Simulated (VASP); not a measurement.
Data:

```xyz
2
Lattice="0.0000 3.0300 3.0300 3.0300 0.0000 3.0300 3.0300 3.0300 0.0000" Properties=species:S:1:pos:R:3 pbc="T T T"
In     0.0000     0.0000     0.0000
As     1.5150     1.5150     1.5150
```

Level of theory: PBE GGA, VASP's PBE PAW potentials (set 64) (plane waves; VASP). Numerical set-up: 800 eV cut-off, 7×7×7 Γ-centred mesh, Gaussian smearing of 0.050 eV, potentials In_d As.

Question: Give the stress tensor in GPa (positive for a compressed cell).

Answer: 
```
3.61  0.00  0.00
0.00  3.61  0.00
0.00  0.00  3.61
```
The pressure is its mean diagonal, 3.61 GPa.

The compound is InAs in the zinc blende structure. The cell was not relaxed at this level. The run is one of a series of settings (ENCUT = 800 against the base run), some of them coarse on purpose.
